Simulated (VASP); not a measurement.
Input:

```xyz
5
Lattice="4.1565 0.0000 0.0000 0.0000 4.1565 0.0000 0.0000 0.0000 4.1565" Properties=species:S:1:pos:R:3 pbc="T T T"
Ba     0.0000     0.0000     0.0000
Zr     2.0782     2.0782     2.0782
O      2.0782     0.0000     2.0782
O      0.0000     2.0782     2.0782
O      2.0782     2.0782     0.0000
```

Level of theory: vdW-DF-cx, VASP's PBE PAW potentials (set 64) (plane waves; VASP). Numerical set-up: 520 eV cut-off, 5×5×5 Γ-centred mesh, Gaussian smearing of 0.050 eV, potentials Ba_sv Zr_sv O.

Question: Estimate the energy per atom (σ→0), pressure.

Answer: 
| Item | Result |
|---|---|
| energy per atom (σ→0) | -6.612 eV/atom |
| pressure | 5.27 GPa |

Only differences to runs with the same potentials and settings are physical.

The compound is BaZrO3 in the cubic perovskite structure. This cell is one point of a volume scan, at 0.97 of the reference volume.
